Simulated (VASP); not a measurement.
Output of a VASP run:

File OSZICAR:
```
       N       E                     dE             d eps       ncg     rms          rms(c)
DAV:   1     0.355887047898E+03    0.35589E+03   -0.18244E+04   520   0.154E+03
DAV:   2     0.307265403636E+02   -0.32516E+03   -0.31811E+03   612   0.305E+02
DAV:   3    -0.121910943205E+02   -0.42918E+02   -0.42411E+02   608   0.124E+02
DAV:   4    -0.141276639212E+02   -0.19366E+01   -0.19237E+01   680   0.303E+01
DAV:   5    -0.141867187166E+02   -0.59055E-01   -0.59013E-01   808   0.499E+00    0.468E+00
DAV:   6    -0.139428793275E+02    0.24384E+00   -0.45838E-01   662   0.386E+00    0.295E+00
DAV:   7    -0.139273190976E+02    0.15560E-01   -0.31236E-01   652   0.247E+00    0.927E-01
DAV:   8    -0.139328684884E+02   -0.55494E-02   -0.45170E-02   586   0.153E+00    0.308E-01
DAV:   9    -0.139332638245E+02   -0.39534E-03   -0.25899E-03   660   0.408E-01    0.131E-01
DAV:  10    -0.139339133450E+02   -0.64952E-03   -0.13458E-03   602   0.217E-01    0.435E-02
DAV:  11    -0.139340242769E+02   -0.11093E-03   -0.54087E-04   596   0.167E-01    0.373E-02
DAV:  12    -0.139340270479E+02   -0.27710E-05   -0.34662E-05   638   0.313E-02    0.249E-02
DAV:  13    -0.139340267392E+02    0.30866E-06   -0.38778E-06   634   0.139E-02    0.460E-03
DAV:  14    -0.139340261891E+02    0.55015E-06   -0.20338E-06   708   0.114E-02    0.359E-03
DAV:  15    -0.139340263730E+02   -0.18393E-06   -0.23483E-07   512   0.315E-03    0.176E-03
DAV:  16    -0.139340264336E+02   -0.60557E-07   -0.28482E-08   360   0.122E-03
   1 F= -.13934026E+02 E0= -.13934004E+02  d E =-.456429E-04
```

### OUTCAR
```
------------------------ aborting loop because EDIFF is reached ----------------------------------------
  FORCE on cell =-STRESS in cart. coord.  units (eV):
  Direction    XX          YY          ZZ          XY          YZ          ZX
  --------------------------------------------------------------------------------------
  Total        0.7812939      0.7812939      0.7812939     -0.0000000     -0.0000000      0.0000000
  in kB        5.3423445      5.3423445      5.3423445     -0.0000000     -0.0000000      0.0000000
  external PRESSURE =       5.3423445 kB  Pullay stress =       0.0000000 kB
  volume of cell :      234.31
      direct lattice vectors                 reciprocal lattice vectors
     6.164971163  0.000000000  0.000000000     0.162206760  0.000000000  0.000000000
     0.000000000  6.164971163  0.000000000     0.000000000  0.162206760  0.000000000
     0.000000000  0.000000000  6.164971163     0.000000000  0.000000000  0.162206760
 POSITION                                       TOTAL-FORCE (eV/Angst)
 -----------------------------------------------------------------------------------
      0.00000      0.00000      0.00000         0.000000      0.000000      0.000000
      3.08249      3.08249      3.08249         0.000000      0.000000      0.000000
      3.08249      0.00000      3.08249         0.000000      0.000000      0.000000
      0.00000      3.08249      3.08249         0.000000      0.000000      0.000000
      3.08249      3.08249      0.00000         0.000000      0.000000      0.000000
 -----------------------------------------------------------------------------------
    total drift:                                0.000000     -0.000000     -0.000000
  FREE ENERGIE OF THE ION-ELECTRON SYSTEM (eV)
  ---------------------------------------------------
  free  energy   TOTEN  =       -13.9340264336 eV

  energy  without entropy=      -13.9339807907  energy(sigma->0) =      -13.93400361
```
(Selected blocks of OUTCAR.)

File POSCAR:
```
CsSnI3
1
    6.1649711629     0.0000000000     0.0000000000
    0.0000000000     6.1649711629     0.0000000000
    0.0000000000     0.0000000000     6.1649711629
Cs Sn I
1 1 3
Direct
  0.0000000000   0.0000000000   0.0000000000
  0.5000000000   0.5000000000   0.5000000000
  0.5000000000   0.0000000000   0.5000000000
  0.0000000000   0.5000000000   0.5000000000
  0.5000000000   0.5000000000   0.0000000000
```

Question: Reconstruct the remaining input files.

Answer: Several could match; the one computed here: the input of the run itself, AM05 GGA, plane waves, VASP's PBE PAW potentials (set 64).

File KPOINTS:
```
Automatic mesh
0
Gamma
  4 4 4
```

**INCAR**
```
# general
SYSTEM =CsSnI3
PREC   =Accurate
ENCUT  =520   # plane-wave cut-off (eV)
LREAL  =.FALSE.   # projection in real space or not
LASPH  =.TRUE.   # aspherical one-centre terms

# electronic loop
EDIFF  =1E-7   # SCF stop (eV)
NELM   =100   # most electronic steps
ALGO   =Normal   # blocked Davidson
LMAXMIX=4   # l cut-off of mixed one-centre charges

# smearing
ISMEAR =0   # Gaussian
SIGMA  =0.05

# functional
GGA    =AM

# ions
ISIF   =2   # forces and stress, cell fixed

# output
LWAVE  =.FALSE.
LCHARG =.FALSE.
```

POTCAR, in this order: Cs_sv Sn_d I (PBE.64 set). Program: vasp_std.

The compound is CsSnI3 in the cubic perovskite structure, the ideal cubic form; the compound distorts at low or room temperature. This cell is one point of a volume scan, at 0.97 of the reference volume.
